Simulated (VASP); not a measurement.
OSZICAR of a VASP run on Se:

### OSZICAR
```
       N       E                     dE             d eps       ncg     rms           ort
SDA:   1    -0.139854272588E+01   -0.13985E+01    0.00000E+00     8   0.495E-01   0.000E+00
SDA:   2    -0.142752558950E+01   -0.28983E-01   -0.28493E-01     8   0.150E+01   0.132E-02
CGA:   3    -0.196771129237E+01   -0.54019E+00   -0.76247E+00     8   0.269E+00  -0.476E-01
CGA:   4    -0.203068516772E+01   -0.62974E-01   -0.62951E-01     8   0.664E-01  -0.382E-03
CGA:   5    -0.205266042400E+01   -0.21975E-01   -0.21965E-01     8   0.175E-01   0.107E-03
CGA:   6    -0.205765522898E+01   -0.49948E-02   -0.49946E-02     8   0.417E-02   0.456E-05
CGA:   7    -0.205900928523E+01   -0.13541E-02   -0.13541E-02     8   0.105E-02   0.330E-06
CGA:   8    -0.205934158728E+01   -0.33230E-03   -0.33228E-03     8   0.213E-03   0.439E-06
CGA:   9    -0.205941474860E+01   -0.73161E-04   -0.73187E-04     8   0.450E-04  -0.419E-06
CGA:  10    -0.205943033079E+01   -0.15582E-04   -0.15587E-04     8   0.108E-04  -0.854E-07
CGA:  11    -0.205943400834E+01   -0.36776E-05   -0.36737E-05     8   0.217E-05   0.853E-07
CGA:  12    -0.205943481669E+01   -0.80835E-06   -0.80302E-06     8   0.499E-06   0.803E-07
   1 F= -.20594348E+01 E0= -.20594348E+01  d E =-.971913E-14  mag=     2.0000
```

Q: Which electronic solver shows in the log?

A: It is steepest descent (the opening step of the all-band solvers) and then all-band conjugate gradients (ALGO = All or Conjugate). The INCAR had ALGO = All.

Q: How was spin treated?

A: Collinear spin (ISPIN = 2): the summary line carries one mag value, 2.00 μB in the cell.

Q: Can the final energy be trusted as converged?

A: Self-consistency was reached. It stopped with EDIFF = 1E-6, NELM = 200 (HSE06 screened hybrid, plane waves, VASP's PBE PAW potentials (set 64)). The atom may not be in its lowest state.

The cell is a free atom in a box. The total moment is imposed (NUPDOWN), so this need not be the lowest spin state.
